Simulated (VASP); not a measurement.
# XPS shifts in Al7Ag, part 2 of 3

Which atoms of Al7Ag bind their core electrons more tightly, and does the hole change the order?

VASP 6.6.1, plane waves and PAW; the level of theory is named at each step.

So far. Step 2 (Relaxation): At PBE, with these data sets, the largest force is down to 0.039 eV/Å.

### Step 3. Initial state

Level of this step: PBE; plane waves and PAW (Al, Ag) (VASP).

The cell without a hole gives, with ICORELEVEL = 1, the Kohn-Sham core levels of the initial state.

INCAR reads:

```
SYSTEM = Al7Ag
PREC = Normal
ENCUT = 330
EDIFF = 1E-05
NELM = 120
ISMEAR = 0
SIGMA = 0.1
LREAL = Auto
ALGO = Fast
GGA = PE
NBANDS = 48
LASPH = .TRUE.
LORBIT = 11
LWAVE = .FALSE.
LCHARG = .FALSE.
KPAR = 8
ICORELEVEL = 1
ISIF = 0
```

POSCAR reads:

```
Al7Ag
1.0
   -8.1070347795      0.0000000000      0.0000000000
    6.0802760846     -6.0802760846      4.0535173898
    8.1070347795      8.1070347795      0.0000000000
Al Ag
14 2
Direct
    0.9994990733      0.4993208658      0.1230147892
    0.9994990733      0.4993208658      0.3764842840
    0.0018340628      0.5018451462      0.6246611528
    0.0018340628      0.5018451462      0.8771729100
    0.9995324530      0.0000750868      0.0006423017
    0.0006881930      0.0011842299      0.2503440965
    0.9995324530      0.0000750868      0.4988901513
    0.5005009267      0.5006791342      0.1269852108
    0.4981659372      0.4981548538      0.3728270900
    0.4981659372      0.4981548538      0.6253388472
    0.5005009267      0.5006791342      0.8735157160
    0.4993118070      0.9988157701      0.9996559035
    0.5004675470      0.9999249132      0.2493576983
    0.5004675470      0.9999249132      0.7511098487
    0.0007493118      0.9977618280      0.7503746559
    0.4992506882      0.0022381720      0.4996253441
```

KPOINTS reads:

```
Automatic mesh
0
Gamma
8 5 8
0 0 0
```

The projector-augmented-wave data sets are Al and Ag (PBE family, release 64).

Launch:

```bash
mpirun -np 8 vasp_std
```

The program printed:

```text
[banner, memory and clock lines left out]
running    8 mpi-ranks, on    1 nodes
 distrk:  each k-point on    1 cores,    8 groups
 distr:  one band on    1 cores,    1 groups

 POSCAR found type information on POSCAR AlAg
 POSCAR found :  2 types and      16 ions
 [... a notice as in an earlier step ...]

 LDA part: xc-table for (Slater+PW92), standard interpolation
 POSCAR, INCAR and KPOINTS ok, starting setup
 FFT: planning ... GRIDC
 FFT: planning ... GRID_SOFT
 FFT: planning ... GRID
 WAVECAR not read
 entering main loop
       N       E                     dE             d eps       ncg     rms          rms(c)
DAV:   1     0.113851729136E+03    0.11385E+03   -0.18228E+04  8928   0.764E+02
DAV:   2    -0.538813067151E+02   -0.16773E+03   -0.15459E+03 10344   0.148E+02
DAV:   3    -0.610802261161E+02   -0.71989E+01   -0.70139E+01 11080   0.272E+01
DAV:   4    -0.611564930430E+02   -0.76267E-01   -0.76085E-01 10448   0.315E+00
DAV:   5    -0.611573648048E+02   -0.87176E-03   -0.87168E-03 10624   0.364E-01    0.125E+01
RMM:   6    -0.587297777533E+02    0.24276E+01   -0.27258E+01  9040   0.180E+01    0.141E+01
RMM:   7    -0.579501568654E+02    0.77962E+00   -0.20196E+00  9207   0.543E+00    0.593E+00
RMM:   8    -0.577938010307E+02    0.15636E+00   -0.67713E-01  9253   0.313E+00    0.119E+00
RMM:   9    -0.577584426076E+02    0.35358E-01   -0.64176E-02 10055   0.987E-01    0.218E-01
RMM:  10    -0.577584298011E+02    0.12807E-04   -0.39759E-03 10257   0.206E-01    0.191E-01
RMM:  11    -0.577585267633E+02   -0.96962E-04   -0.83942E-04 10117   0.116E-01    0.965E-02
RMM:  12    -0.577584235481E+02    0.10322E-03   -0.33017E-04 10094   0.632E-02    0.299E-02
RMM:  13    -0.577584268057E+02   -0.32576E-05   -0.44661E-05  9550   0.261E-02
   1 F= -.57758427E+02 E0= -.57740861E+02  d E =-.351316E-01
```

Wall time 62 s (8 MPI ranks of AMD EPYC 9R45, shared host); peak memory 4.2 GiB; 8.1 min of CPU time.

From OUTCAR (step 3):

```text
 Found     93 irreducible k-points:

   k-points           NKPTS =     93   k-points in BZ     NKDIM =     93   number of bands    NBANDS=     48

   NELECT =      64.0000    total number of electrons

 the core state eigenenergies are
   1-  1s  -1498.2487  2s    -95.4486  2p    -56.9092
   2-  1s  -1498.2487  2s    -95.4486  2p    -56.9092
   3-  1s  -1498.1521  2s    -95.3598  2p    -56.8201
   4-  1s  -1498.1521  2s    -95.3598  2p    -56.8201
   5-  1s  -1498.0875  2s    -95.3125  2p    -56.7721
   6-  1s  -1498.1138  2s    -95.3274  2p    -56.7875
   7-  1s  -1498.0875  2s    -95.3125  2p    -56.7721
   8-  1s  -1498.2487  2s    -95.4486  2p    -56.9092
   9-  1s  -1498.1521  2s    -95.3598  2p    -56.8201
  10-  1s  -1498.1521  2s    -95.3598  2p    -56.8201
  11-  1s  -1498.2487  2s    -95.4486  2p    -56.9092
  12-  1s  -1498.1138  2s    -95.3274  2p    -56.7875
  13-  1s  -1498.0875  2s    -95.3125  2p    -56.7721
  14-  1s  -1498.0875  2s    -95.3125  2p    -56.7721
  15-  1s -25315.3517  2s  -3719.0687  2p  -3334.5719  3s   -673.8991  3p   -547.6659
       3d   -348.7599  4s    -84.9803  4p    -48.4061
  16-  1s -25315.3517  2s  -3719.0687  2p  -3334.5719  3s   -673.8991  3p   -547.6659
       3d   -348.7599  4s    -84.9803  4p    -48.4061

 E-fermi :   8.1642

 k-point     1 :       0.0000    0.0000    0.0000
  band No.  band energies     occupation
    ...
     27       7.4191      2.00000
     28       7.5538      2.00000
     29       7.7852      2.00000
     30       7.8099      2.00000
     31       8.0107      1.97001
     32       8.2150      0.47264
     33       8.3905      0.00138
     34       8.7011      0.00000
     35       8.8931      0.00000
     36       8.8974      0.00000
    ...

 k-point     2 :       0.1250    0.0000    0.0000
  band No.  band energies     occupation
    ...
     27       7.0579      2.00000
     28       7.4383      2.00000
     29       7.4619      2.00000
     30       7.7750      2.00000
     31       7.9202      1.99944
     32       8.4168      0.00035
     33       8.5315      0.00000
     34       8.6254      0.00000
     35       8.9779      0.00000
     36       9.1566      0.00000
    ...

 POSITION                                       TOTAL-FORCE (eV/Angst)
 -----------------------------------------------------------------------------------
     -4.06968     -2.03872      2.02401         0.017086      0.007075      0.000126
     -2.01479      0.01616      2.02401        -0.007075     -0.017086      0.000126
      8.10064      2.01279      2.03424         0.024990      0.021891      0.006335
     10.14776      4.05991      2.03424        -0.021891     -0.024990      0.006335
     -8.09758      0.00475      0.00030        -0.006223      0.011677     -0.002969
      2.03117      2.02235      0.00480         0.004092     -0.004092      0.022396
     -4.05827      4.04406      0.00030        -0.011677      0.006223     -0.002969
      0.01616     -2.01479      2.02951        -0.017086     -0.007075     -0.000126
      2.01279     -0.00640      2.01928         0.021891      0.024990     -0.006335
      4.05991      2.04072      2.01928        -0.024990     -0.021891     -0.006335
      6.06831      4.03735      2.02951         0.007075      0.017086     -0.000126
     10.12938      2.03117      4.04872        -0.004092      0.004092     -0.022396
      4.04406     -4.05827      4.05321         0.006223     -0.011677      0.002969
      8.11179      0.00945      4.05321         0.011677     -0.006223      0.002969
     12.14391      0.01665      4.04444        -0.015405      0.015405     -0.025263
      0.01665      4.03687      0.00907         0.015405     -0.015405      0.025263
 -----------------------------------------------------------------------------------
    total drift:                                0.000000      0.000000     -0.000000

  FREE ENERGIE OF THE ION-ELECTRON SYSTEM (eV)
  ---------------------------------------------------
  free  energy   TOTEN  =       -57.7584268057 eV

  energy  without entropy=      -57.7232951743  energy(sigma->0) =      -57.74086099

 total charge
# of ion       s       p       d       tot
------------------------------------------
    1        0.427   0.335   0.000   0.762
    2        0.427   0.335   0.000   0.762
    3        0.428   0.336   0.000   0.764
    4        0.428   0.336   0.000   0.764
    5        0.432   0.337   0.000   0.769
    6        0.431   0.335   0.000   0.766
    7        0.432   0.337   0.000   0.769
    8        0.427   0.335   0.000   0.762
    9        0.428   0.336   0.000   0.764
   10        0.428   0.336   0.000   0.764
   11        0.427   0.335   0.000   0.762
   12        0.431   0.335   0.000   0.766
   13        0.432   0.337   0.000   0.769
   14        0.432   0.337   0.000   0.769
   15        0.473   0.405   9.075   9.953
   16        0.473   0.405   9.075   9.953
--------------------------------------------------
tot          6.955   5.512  18.150  30.618

[... 6 parts as in an earlier step ...]

[... 6 further parts left out ...]
```

These are scalar-relativistic Kohn-Sham levels of the ground state, with no core hole, so they are not binding energies.

Numbers from this step:

```yaml
free_energy_toten: -57.7584 eV
energy_at_zero_smearing: -57.7409 eV
fermi_energy: 8.164 eV
```

The two shallowest core shells; atoms whose shallowest level rounds to another's at 0.01 eV are left out. Core levels, by row:

```
atom  shell  level below the Fermi level (eV)
 Al1     2s                             103.6
 Al1     2p                             65.07
 Al3     2s                             103.5
 Al3     2p                             64.98
 Al5     2s                             103.5
 Al5     2p                             64.94
 Al6     2s                             103.5
 Al6     2p                             64.95
Ag15     4s                             93.14
Ag15     4p                             56.57
```

### Step 4. Core hole, atom Al3, shell 2p

This step: final-state core hole with the electron kept at the Fermi level, PBE; plane waves and PAW (Al, Al, Ag) (VASP 6.6.1).

A core electron of Al3 (2p) is moved to the Fermi level; this atom comes first in POSCAR as a species of its own.

Changes to INCAR since step 3:

```diff
@@ -12,3 +12,2 @@
 LASPH = .TRUE.
-LORBIT = 11
 LWAVE = .FALSE.
@@ -16,3 +15,7 @@
 KPAR = 8
-ICORELEVEL = 1
+ICORELEVEL = 2
+CLNT = 1
+CLN = 2
+CLL = 1
+CLZ = 1
 ISIF = 0
```

Changes to POSCAR since step 3:

```diff
@@ -5,8 +5,8 @@
     8.1070347795      8.1070347795      0.0000000000
-Al Ag
-14 2
+Al Al Ag
+1 13 2
 Direct
+    0.0018340628      0.5018451462      0.6246611528
     0.9994990733      0.4993208658      0.1230147892
     0.9994990733      0.4993208658      0.3764842840
-    0.0018340628      0.5018451462      0.6246611528
     0.0018340628      0.5018451462      0.8771729100
```

KPOINTS is that of step 3.

PAW data sets: Al, Al and Ag (PBE family, release 64).

Launch:

```bash
mpirun -np 8 vasp_std
```

The program printed:

```text
[banner, memory and clock lines left out]
running    8 mpi-ranks, on    1 nodes
 distrk:  each k-point on    1 cores,    8 groups
 distr:  one band on    1 cores,    1 groups

 POSCAR found type information on POSCAR AlAlAg
 POSCAR found :  3 types and      16 ions
 [... a notice as in an earlier step ...]

 LDA part: xc-table for (Slater+PW92), standard interpolation
 POSCAR, INCAR and KPOINTS ok, starting setup
 FFT: planning ... GRIDC
 FFT: planning ... GRID_SOFT
 FFT: planning ... GRID
 WAVECAR not read
 entering main loop
       N       E                     dE             d eps       ncg     rms          rms(c)
DAV:   1     0.107684143499E+03    0.10768E+03   -0.18453E+04 15576   0.771E+02
DAV:   2    -0.644230282445E+02   -0.17211E+03   -0.15917E+03 17888   0.151E+02
DAV:   3    -0.723773726820E+02   -0.79543E+01   -0.77286E+01 19352   0.285E+01
DAV:   4    -0.724936093836E+02   -0.11624E+00   -0.11596E+00 20240   0.373E+00
DAV:   5    -0.724978637758E+02   -0.42544E-02   -0.42537E-02 24384   0.587E-01    0.203E+01
RMM:   6    -0.672380048137E+02    0.52599E+01   -0.39727E+01 15807   0.209E+01    0.163E+01
RMM:   7    -0.661010337442E+02    0.11370E+01   -0.36012E+00 16476   0.736E+00    0.601E+00
RMM:   8    -0.659504052960E+02    0.15063E+00   -0.59832E-01 17205   0.293E+00    0.264E+00
RMM:   9    -0.659336776825E+02    0.16728E-01   -0.89607E-02 17809   0.120E+00    0.149E+00
RMM:  10    -0.659266477444E+02    0.70299E-02   -0.29166E-02 17416   0.668E-01    0.212E-01
RMM:  11    -0.659268632098E+02   -0.21547E-03   -0.28387E-03 18372   0.207E-01    0.150E-01
RMM:  12    -0.659268512497E+02    0.11960E-04   -0.44350E-04 18412   0.836E-02    0.797E-02
RMM:  13    -0.659268188594E+02    0.32390E-04   -0.39567E-04 17642   0.712E-02    0.363E-02
RMM:  14    -0.659268093651E+02    0.94943E-05   -0.94336E-05 17930   0.328E-02
   1 F= -.65926809E+02 E0= -.65909765E+02  d E =-.340880E-01
```

Run time: 1.8 min. Hardware: 8 MPI ranks; peak memory 5.7 GiB; 15 min of CPU time.

From OUTCAR (step 4):

```text
 Subroutine GETGRP returns: Found  1 space group operations
 (whereof  1 operations were pure point group operations)

The static configuration has the point symmetry C_1 .

 Found    162 irreducible k-points:

   k-points           NKPTS =    162   k-points in BZ     NKDIM =    162   number of bands    NBANDS=     48

   NELECT =      65.0000    total number of electrons

 the core state eigenenergies are
   1-  1s  -1535.0901  2s   -115.6127  2p    -78.1717
   2-  1s  -1498.1550  2s    -95.3626  2p    -56.8228
   3-  1s  -1498.2559  2s    -95.4373  2p    -56.8988
   4-  1s  -1498.1312  2s    -95.3252  2p    -56.7862
   5-  1s  -1498.1305  2s    -95.3250  2p    -56.7861
   6-  1s  -1498.1452  2s    -95.3282  2p    -56.7900
   7-  1s  -1498.0504  2s    -95.2686  2p    -56.7285
   8-  1s  -1498.2034  2s    -95.4005  2p    -56.8612
   9-  1s  -1498.1770  2s    -95.3604  2p    -56.8219
  10-  1s  -1498.1201  2s    -95.3210  2p    -56.7815
  11-  1s  -1498.2681  2s    -95.4456  2p    -56.9073
  12-  1s  -1498.1148  2s    -95.3075  2p    -56.7688
  13-  1s  -1498.0940  2s    -95.2986  2p    -56.7592
  14-  1s  -1498.0894  2s    -95.2960  2p    -56.7565
  15-  1s -25315.2694  2s  -3718.9859  2p  -3334.4889  3s   -673.8204  3p   -547.5871
       3d   -348.6806  4s    -84.9098  4p    -48.3373
  16-  1s -25315.2458  2s  -3718.9607  2p  -3334.4637  3s   -673.7982  3p   -547.5650
       3d   -348.6581  4s    -84.8937  4p    -48.3223

 E-fermi :   8.2090

 k-point     1 :       0.0000    0.0000    0.0000
  band No.  band energies     occupation
    ...
     28       7.3755      2.00000
     29       7.4879      2.00000
     30       7.7511      2.00000
     31       7.8697      2.00000
     32       8.2082      1.00885
     33       8.3474      0.05025
     34       8.5560      0.00000
     35       8.7214      0.00000
     36       8.8221      0.00000
     37       8.8653      0.00000
    ...

 k-point     2 :       0.1250    0.0000    0.0000
  band No.  band energies     occupation
    ...
     27       6.8109      2.00000
     28       7.2881      2.00000
     29       7.4023      2.00000
     30       7.6357      2.00000
     31       7.8317      2.00000
     32       8.2567      0.49930
     33       8.3458      0.05289
     34       8.5818      0.00000
     35       8.7692      0.00000
     36       8.9794      0.00000
    ...

 POSITION                                       TOTAL-FORCE (eV/Angst)
 -----------------------------------------------------------------------------------
      8.10064      2.01279      2.03424         0.031356     -0.111062      0.055920
     -4.06968     -2.03872      2.02401        -0.005947      0.001629     -0.008132
     -2.01479      0.01616      2.02401         0.067626      0.073983     -0.002940
     10.14776      4.05991      2.03424        -0.086056     -0.091603      0.017409
     -8.09758      0.00475      0.00030         0.068787      0.107625      0.011620
      2.03117      2.02235      0.00480        -0.041968     -0.079627      0.031072
     -4.05827      4.04406      0.00030        -0.016738     -0.010051      0.014056
      0.01616     -2.01479      2.02951        -0.034216     -0.027525     -0.003050
      2.01279     -0.00640      2.01928        -0.033588      0.108150     -0.043303
      4.05991      2.04072      2.01928        -0.050043     -0.037295     -0.010826
      6.06831      4.03735      2.02951         0.102816     -0.047630      0.020956
     10.12938      2.03117      4.04872        -0.074949      0.021357     -0.096370
      4.04406     -4.05827      4.05321         0.064093     -0.019767      0.076341
      8.11179      0.00945      4.05321         0.015746      0.054165     -0.069173
     12.14391      0.01665      4.04444        -0.003521      0.001640     -0.011833
      0.01665      4.03687      0.00907        -0.003397      0.056011      0.018254
 -----------------------------------------------------------------------------------
    total drift:                                0.012050      0.001677      0.005268

  FREE ENERGIE OF THE ION-ELECTRON SYSTEM (eV)
  ---------------------------------------------------
  free  energy   TOTEN  =       -65.9268093651 eV

  energy  without entropy=      -65.8927213226  energy(sigma->0) =      -65.90976534

[... 4 parts as in an earlier step ...]

[... 6 further parts left out ...]
```

This run has no spin polarisation.

This step gave:

```yaml
free_energy_toten: -65.9268 eV
energy_at_zero_smearing: -65.9098 eV
fermi_energy: 8.209 eV
```

This is the reference for holes on Al.

### Step 5. Core hole, atom Al5, shell 2p

The same hole on the next atom.

INCAR is that of step 4.

Changes to POSCAR since step 4:

```diff
@@ -8,7 +8,7 @@
 Direct
-    0.0018340628      0.5018451462      0.6246611528
+    0.9995324530      0.0000750868      0.0006423017
     0.9994990733      0.4993208658      0.1230147892
     0.9994990733      0.4993208658      0.3764842840
+    0.0018340628      0.5018451462      0.6246611528
     0.0018340628      0.5018451462      0.8771729100
-    0.9995324530      0.0000750868      0.0006423017
     0.0006881930      0.0011842299      0.2503440965
```

KPOINTS is that of step 4.

Launch:

```bash
mpirun -np 8 vasp_std
```

The program printed:

```text
[... set-up lines as in an earlier step ...]
 entering main loop
       N       E                     dE             d eps       ncg     rms          rms(c)
DAV:   1     0.104497796154E+03    0.10450E+03   -0.18184E+04 15552   0.769E+02
DAV:   2    -0.648918882992E+02   -0.16939E+03   -0.15645E+03 18144   0.149E+02
DAV:   3    -0.725133577698E+02   -0.76215E+01   -0.74185E+01 19312   0.278E+01
DAV:   4    -0.726422681897E+02   -0.12891E+00   -0.12864E+00 22208   0.377E+00
[...]
RMM:  13    -0.659794129941E+02    0.28744E-04   -0.40991E-04 17801   0.710E-02    0.712E-02
RMM:  14    -0.659793961843E+02    0.16810E-04   -0.10709E-04 17832   0.333E-02    0.487E-02
RMM:  15    -0.659793968658E+02   -0.68152E-06   -0.18821E-05 11819   0.171E-02
   1 F= -.65979397E+02 E0= -.65963353E+02  d E =-.320886E-01
```

The job ended after 1.9 min (8 MPI ranks; peak memory 5.7 GiB; 15 min of CPU time).

OUTCAR, selected parts (step 5):

```text
 POSITION                                       TOTAL-FORCE (eV/Angst)
 -----------------------------------------------------------------------------------
     -8.09758      0.00475      0.00030         0.106652      0.082559      0.005119
     -4.06968     -2.03872      2.02401         0.023197      0.027106      0.003774
     -2.01479      0.01616      2.02401         0.045346      0.077538      0.024752
      8.10064      2.01279      2.03424        -0.033859     -0.036621     -0.002599
     10.14776      4.05991      2.03424        -0.012971     -0.029012     -0.002359
      2.03117      2.02235      0.00480        -0.076336     -0.095796      0.030364
     -4.05827      4.04406      0.00030        -0.021927     -0.000832     -0.003231
      0.01616     -2.01479      2.02951        -0.018377      0.056901     -0.105668
      2.01279     -0.00640      2.01928        -0.028962      0.048504     -0.089551
      4.05991      2.04072      2.01928         0.024208     -0.030540      0.091478
      6.06831      4.03735      2.02951         0.032870     -0.063635      0.084852
     10.12938      2.03117      4.04872        -0.014627      0.010736     -0.020465
      4.04406     -4.05827      4.05321         0.089867     -0.080175      0.022895
      8.11179      0.00945      4.05321        -0.074968      0.069756     -0.016378
     12.14391      0.01665      4.04444        -0.060733     -0.017061     -0.030944
      0.01665      4.03687      0.00907         0.020619     -0.019427      0.007963
 -----------------------------------------------------------------------------------
    total drift:                                0.008533     -0.002601      0.007206

  FREE ENERGIE OF THE ION-ELECTRON SYSTEM (eV)
  ---------------------------------------------------
  free  energy   TOTEN  =       -65.9793968658 eV

  energy  without entropy=      -65.9473083151  energy(sigma->0) =      -65.96335259

[... 2 parts as in an earlier step ...]

[... 1 further part left out ...]
[key lines of the parts left out:]
E-fermi :   8.2115
```

Against the hole on Al3 the energy differs by -0.05 eV.

(Continued in part 3 of 3.)

[Lines on the potential files, build, host, timing and source positions are cut from VASP's logs without a mark.]

[Logs are printed without paths, hosts, clocks, repeated set-up lines and the standing remarks that a program may print on its own settings, such as how far it seeks lower states.]

[Hosts, paths, dates, database ids (printed as entryN), source tags and the programs' standing remarks are cut or masked in the printed files.]
